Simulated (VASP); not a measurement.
Consider the following.

```yaml
crystal:
  lattice:
    - [0.00000, 1.79069, 1.79069]
    - [1.79069, 0.00000, 1.79069]
    - [1.79069, 1.79069, 0.00000]
  atoms:
    - { symbol: Cu, position: [0.00000, 0.00000, 0.00000] }
```

The numbers are results of vdW-DF-cx, VASP's PBE PAW potentials (set 64) (plane waves; VASP), not measurements. Numerical set-up: 520 eV cut-off, Gaussian smearing of 0.050 eV, potentials Cu.

Question: Give the energies of bands 1 to 7 at the high-symmetry points, in eV from the Fermi level.

Answer: 
```json
[
 {"band": "1", "Γ": "-9.61", "X": "-5.09", "U": "-4.50", "L": "-5.29", "W": "-4.33"},
 {"band": "2", "Γ": "-3.17", "X": "-4.62", "U": "-4.25", "L": "-3.20", "W": "-3.70"},
 {"band": "3", "Γ": "-3.17", "X": "-1.73", "U": "-2.90", "L": "-3.20", "W": "-3.70"},
 {"band": "4", "Γ": "-3.17", "X": "-1.56", "U": "-2.17", "L": "-1.71", "W": "-2.35"},
 {"band": "5", "Γ": "-2.31", "X": "-1.56", "U": "-1.77", "L": "-1.71", "W": "-1.56"},
 {"band": "6", "Γ": "-2.31", "X": "1.44", "U": "4.36", "L": "-1.11", "W": "6.26"},
 {"band": "7", "Γ": "22.86", "X": "7.26", "U": "5.79", "L": "3.83", "W": "6.26"}
]
```

It has no gap at this level: it comes out as a metal or semimetal.

The compound is Cu in the fcc structure. It was relaxed first.
